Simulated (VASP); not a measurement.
Consider the following.

```yaml
crystal:
  lattice:
    - [-1.58342, 1.58342, 2.06663]
    - [1.58342, -1.58342, 2.06663]
    - [1.58342, 1.58342, -2.06663]
  atoms:
    - { symbol: H, position: [0.75000, 0.25000, 0.50000] }
    - { symbol: H, position: [0.25000, 0.75000, 0.50000] }
    - { symbol: Ti, position: [0.00000, 0.00000, 0.00000] }
```

All values below come from PBEsol GGA with spin-orbit coupling, VASP's PBE PAW potentials (set 64) (plane waves; VASP 6.6.1). Settings: 400 eV cut-off, 12×12×12 Γ-centred mesh, Gaussian smearing of 0.050 eV, potentials H Ti_sv.

**Question.** Predict the energy per atom (σ→0), band gap (over mesh and band path) with the smallest direct gap where there is one.

**Answer.** 
| Item | Value |
|---|---|
| band gap (over mesh and band path) | none (metal, semimetal or under 0.01 eV) |
| energy per atom (σ→0) | -5.544 eV/atom |

The structure comes from a measured TiH2 entry (I4/mmm) of the Crystallography Open Database, whose conditions weren't checked. It was relaxed first.
